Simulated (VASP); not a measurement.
# Si3N4: NMR shieldings

What are the shielding tensors of Si3N4? The cell has space group P6_3/m. The start is a cell from a database of measured crystal structures.

Program: VASP 6.6.1. Level of theory: PBE; plane waves and PAW (Si, N), in the first sound run; inputs show where later runs differ. Results are calculated unless marked as measured.

## (1) The structure

The structure is hexagonal, space group P6_3/m (No. 176). The conventional cell has a = 7.604 Å, b = 7.604 Å, c = 2.906 Å, α = 90.00°, β = 90.00°, γ = 120.00°. Si has 4 N at 1.73 to 1.74 Å nearest. N has 3 Si at 1.73 Å nearest. N has 3 Si at 1.74 Å nearest. Farther neighbours and most contacts between anions are not listed.

## (2) Ground state

A ground-state run shows first whether the cell has a gap, which the next steps need; its size sets how fine their mesh has to be.

Input file INCAR:

```
SYSTEM = Si3N4
PREC = Accurate
ENCUT = 520
EDIFF = 1E-07
NELM = 100
ISMEAR = 0
SIGMA = 0.01
LREAL = .FALSE.
ALGO = Normal
GGA = PE
NBANDS = 46
LORBIT = 11
LWAVE = .FALSE.
LCHARG = .FALSE.
KPAR = 4
```

Input file POSCAR:

```
Si3N4
1.0
    7.6044000000      0.0000000000      0.0000000000
   -3.8022000000      6.5856035805      0.0000000000
    0.0000000000      0.0000000000      2.9063000000
Si N
6 8
Direct
    0.1745570000      0.4060800000      0.7500000000
    0.4060800000      0.2315230000      0.2500000000
    0.2315230000      0.8254430000      0.7500000000
    0.8254430000      0.5939200000      0.2500000000
    0.5939200000      0.7684770000      0.7500000000
    0.7684770000      0.1745570000      0.2500000000
    0.3333333333      0.6666666667      0.7500000000
    0.6666666667      0.3333333333      0.2500000000
    0.3302400000      0.2997400000      0.7500000000
    0.2997400000      0.9695000000      0.2500000000
    0.9695000000      0.6697600000      0.7500000000
    0.6697600000      0.7002600000      0.2500000000
    0.7002600000      0.0305000000      0.7500000000
    0.0305000000      0.3302400000      0.2500000000
```

Input file KPOINTS:

```
Automatic mesh
0
Gamma
3 3 7
0 0 0
```

PAW data sets: Si and N (PBE family, release 64).

Command:

```bash
> mpirun -np 4 vasp_std
```

Output:

```text
[banner, memory and clock lines left out]
running    4 mpi-ranks, on    1 nodes
 distrk:  each k-point on    1 cores,    4 groups
 distr:  one band on    1 cores,    1 groups

 POSCAR found type information on POSCAR SiN
 POSCAR found :  2 types and      14 ions
 LDA part: xc-table for (Slater+PW92), standard interpolation
 POSCAR, INCAR and KPOINTS ok, starting setup
 FFT: planning ... GRIDC
 FFT: planning ... GRID_SOFT
 FFT: planning ... GRID
 WAVECAR not read
 entering main loop
       N       E                     dE             d eps       ncg     rms          rms(c)
DAV:   1     0.282969586390E+03    0.28297E+03   -0.31720E+04  1104   0.129E+03
DAV:   2    -0.107955406867E+03   -0.39092E+03   -0.37178E+03  1406   0.278E+02
DAV:   3    -0.130946769380E+03   -0.22991E+02   -0.22842E+02  1408   0.702E+01
DAV:   4    -0.131290748330E+03   -0.34398E+00   -0.34305E+00  1384   0.921E+00
DAV:   5    -0.131298846603E+03   -0.80983E-02   -0.80901E-02  1384   0.135E+00    0.296E+01
DAV:   6    -0.114619363526E+03    0.16679E+02   -0.56965E+01  1352   0.302E+01    0.133E+01
DAV:   7    -0.114532497270E+03    0.86866E-01   -0.31713E+00  1384   0.721E+00    0.630E+00
DAV:   8    -0.114485396251E+03    0.47101E-01   -0.17109E-01  1346   0.197E+00    0.222E+00
DAV:   9    -0.114484263416E+03    0.11328E-02   -0.40069E-02  1384   0.102E+00    0.313E-01
DAV:  10    -0.114486140548E+03   -0.18771E-02   -0.37622E-03  1274   0.266E-01    0.177E-01
DAV:  11    -0.114486904157E+03   -0.76361E-03   -0.95229E-04  1268   0.155E-01    0.275E-02
DAV:  12    -0.114486939808E+03   -0.35651E-04   -0.50934E-05  1360   0.389E-02    0.111E-02
DAV:  13    -0.114486957766E+03   -0.17958E-04   -0.20041E-05  1266   0.210E-02    0.505E-03
DAV:  14    -0.114486961187E+03   -0.34213E-05   -0.30043E-06  1352   0.925E-03    0.319E-03
DAV:  15    -0.114486962134E+03   -0.94678E-06   -0.19601E-06  1280   0.553E-03    0.218E-03
DAV:  16    -0.114486962062E+03    0.71827E-07   -0.77758E-08  1016   0.156E-03
   1 F= -.11448696E+03 E0= -.11448696E+03  d E =-.187528E-71
```

Run time: 15 s. Hardware: 4 MPI ranks of Intel Xeon 6975P-C (Granite Rapids), shared host; peak memory 1.2 GiB; 56 s of CPU time.

Lines that name or quote the potential files are left out of all logs, and their timing lines are given in words.

OUTCAR, selected parts (step 2):

```text
ion  position               nearest neighbor table
   1  0.175  0.406  0.750-   7 1.73  14 1.74  14 1.74   9 1.74   3 3.00   5 3.00   6 3.05   6 3.05
                             2 3.05   2 3.05
   2  0.406  0.232  0.250-   8 1.73   9 1.74   9 1.74  10 1.74   4 3.00   6 3.00   3 3.05   3 3.05
                             1 3.05   1 3.05
   3  0.232  0.825  0.750-   7 1.73  10 1.74  10 1.74  11 1.74   1 3.00   5 3.00   2 3.05   2 3.05
                             4 3.05   4 3.05
   4  0.825  0.594  0.250-   8 1.73  11 1.74  11 1.74  12 1.74   6 3.00   2 3.00   3 3.05   3 3.05
                             5 3.05   5 3.05
   5  0.594  0.768  0.750-   7 1.73  12 1.74  12 1.74  13 1.74   1 3.00   3 3.00   6 3.05   6 3.05
                             4 3.05   4 3.05
   6  0.768  0.175  0.250-   8 1.73  13 1.74  13 1.74  14 1.74   4 3.00   2 3.00   5 3.05   5 3.05
                             1 3.05   1 3.05
   7  0.333  0.667  0.750-   3 1.73   1 1.73   5 1.73
   8  0.667  0.333  0.250-   6 1.73   4 1.73   2 1.73
   9  0.330  0.300  0.750-   2 1.74   2 1.74   1 1.74
  10  0.300  0.969  0.250-   3 1.74   3 1.74   2 1.74
  11  0.969  0.670  0.750-   4 1.74   4 1.74   3 1.74
  12  0.670  0.700  0.250-   5 1.74   5 1.74   4 1.74
  13  0.700  0.031  0.750-   6 1.74   6 1.74   5 1.74
  14  0.031  0.330  0.250-   1 1.74   1 1.74   6 1.74

  LATTYP: Found a hexagonal cell.
 ALAT       =     7.6044000000
 C/A-ratio  =     0.3821866288

 Subroutine GETGRP returns: Found 12 space group operations
 (whereof  6 operations were pure point group operations)

The static configuration has the point symmetry S_6 .
 The point group associated with its full space group is C_6h.

 Found     12 irreducible k-points:

   k-points           NKPTS =     12   k-points in BZ     NKDIM =     12   number of bands    NBANDS=     46

   dimension x,y,z NGX =    60 NGY =   60 NGZ =   24
   dimension x,y,z NGXF=   120 NGYF=  120 NGZF=   48

   ENCUT  =  520.0 eV  38.22 Ry    6.18 a.u.  14.14 14.14  5.40*2*pi/ulx,y,z

   NELECT =      64.0000    total number of electrons

 k-points in reciprocal lattice and weights: Automatic mesh
   0.00000000  0.00000000  0.00000000       0.016
   0.33333333 -0.00000000  0.00000000       0.095
   0.33333333  0.33333333  0.00000000       0.032
   0.00000000  0.00000000  0.14285714       0.032
   0.33333333 -0.00000000  0.14285714       0.190
   0.33333333  0.33333333  0.14285714       0.063
   0.00000000  0.00000000  0.28571429       0.032
   0.33333333 -0.00000000  0.28571429       0.190
   0.33333333  0.33333333  0.28571429       0.063
   0.00000000  0.00000000  0.42857143       0.032
   0.33333333 -0.00000000  0.42857143       0.190
   0.33333333  0.33333333  0.42857143       0.063

 average (electrostatic) potential at core
       1 -82.2783       2 -82.2783       3 -82.2783       4 -82.2783       5 -82.2783
       6 -82.2783       7 -60.4921       8 -60.4921       9 -60.8462      10 -60.8462
      11 -60.8462      12 -60.8462      13 -60.8462      14 -60.8462

 E-fermi :   6.9050

 k-point     1 :       0.0000    0.0000    0.0000
  band No.  band energies     occupation
    ...
     28       5.4872      2.00000
     29       5.4872      2.00000
     30       6.3223      2.00000
     31       6.3826      2.00000
     32       6.5865      2.00000
     33      11.0957      0.00000
     34      11.5355      0.00000
     35      11.6716      0.00000
     36      11.6716      0.00000
     37      11.9986      0.00000
    ...

 k-point     2 :       0.3333   -0.0000    0.0000
  band No.  band energies     occupation
    ...
     28       5.1409      2.00000
     29       5.4232      2.00000
     30       6.1111      2.00000
     31       6.4096      2.00000
     32       6.5554      2.00000
     33      11.3343      0.00000
     34      11.4729      0.00000
     35      11.7012      0.00000
     36      11.9369      0.00000
     37      12.3790      0.00000
    ...

 k-point     3 :       0.3333    0.3333    0.0000
  band No.  band energies     occupation
    ...
     28       5.1762      2.00000
     29       5.6310      2.00000
     30       5.6310      2.00000
     31       6.4970      2.00000
     32       6.4970      2.00000
     33      11.4772      0.00000
     34      11.6268      0.00000
     35      11.6268      0.00000
     36      12.3481      0.00000
     37      12.3481      0.00000
    ...

  Total        4.7493466      4.7493466      4.8213709      0.0000000      0.0000000      0.0000000
  in kB       52.2809496     52.2809496     53.0737956      0.0000001      0.0000000      0.0000000
  external PRESSURE =      52.5452316 kB  Pullay stress =       0.0000000 kB

  energy-cutoff  :      520.00
  volume of cell :      145.55
      direct lattice vectors                 reciprocal lattice vectors
     7.604400000  0.000000000  0.000000000     0.131502814  0.075923185  0.000000000
    -3.802200000  6.585603580  0.000000000     0.000000000  0.151846370  0.000000000
     0.000000000  0.000000000  2.906300000     0.000000000  0.000000000  0.344080102

 POSITION                                       TOTAL-FORCE (eV/Angst)
 -----------------------------------------------------------------------------------
     -0.21660      2.67428      2.17972        -0.006389      0.023497     -0.000000
      2.20770      1.52472      0.72657         0.017155      0.017282      0.000000
     -1.37791      5.43604      2.17972         0.023544     -0.006216     -0.000000
      4.01880      3.91132      0.72657         0.006389     -0.023497      0.000000
      1.59450      5.06088      2.17972        -0.017155     -0.017282     -0.000000
      5.18011      1.14956      0.72657        -0.023544      0.006216      0.000000
     -0.00000      4.39040      2.17972         0.000000      0.000000     -0.000000
      3.80220      2.19520      0.72657         0.000000      0.000000     -0.000000
      1.37161      1.97397      2.17972        -0.048305     -0.005429     -0.000000
     -1.40689      6.38474      0.72657        -0.028854      0.039119      0.000000
      4.82590      4.41077      2.17972         0.019451      0.044548      0.000000
      2.43059      4.61163      0.72657         0.048305      0.005429      0.000000
      5.20909      0.20086      2.17972         0.028854     -0.039119     -0.000000
     -1.02370      2.17483      0.72657        -0.019451     -0.044548     -0.000000
 -----------------------------------------------------------------------------------
    total drift:                                0.000000      0.000000      0.000000

  FREE ENERGIE OF THE ION-ELECTRON SYSTEM (eV)
  ---------------------------------------------------
  free  energy   TOTEN  =      -114.4869620622 eV

  energy  without entropy=     -114.4869620622  energy(sigma->0) =     -114.48696206

 total charge
# of ion       s       p       d       tot
------------------------------------------
    1        0.676   0.978   0.000   1.654
    2        0.676   0.978   0.000   1.654
    3        0.676   0.978   0.000   1.654
    4        0.676   0.978   0.000   1.654
    5        0.676   0.978   0.000   1.654
    6        0.676   0.978   0.000   1.654
    7        1.224   2.744   0.000   3.968
    8        1.224   2.744   0.000   3.968
    9        1.220   2.733   0.000   3.954
   10        1.220   2.733   0.000   3.954
   11        1.220   2.733   0.000   3.954
   12        1.220   2.733   0.000   3.954
   13        1.220   2.733   0.000   3.954
   14        1.220   2.733   0.000   3.954
--------------------------------------------------
tot         13.829  27.756   0.000  41.585

[... 3 further parts left out ...]
```

The gap is read on the k-mesh alone, so it is an upper bound where the band edges lie off the mesh.

A gap read on the k-mesh alone can miss the band edges.

This step gave:

```yaml
free_energy_toten: -114.4870 eV
fermi_energy: 6.905 eV
pressure: 5.255 GPa
gap_on_the_k_mesh: 4.316 eV
least_direct_gap_on_the_k_mesh: 4.509 eV
```

The cell has a gap of 4.32 eV on this mesh and a pressure of +5.3 GPa, which holds the misfit of the given cell and coordinates with this functional, and any error of cutoff, mesh and data sets.

(Part 1 of 5 ends here.)

[Lines on the potential files, build, host, timing and source positions are cut from VASP's logs without a mark.]

[Logs are printed without paths, hosts, clocks, repeated set-up lines and the standing remarks that a program may print on its own settings, such as how far it seeks lower states.]

[Hosts, paths, dates, database ids (printed as entryN), source tags and the programs' standing remarks are cut or masked in the printed files.]
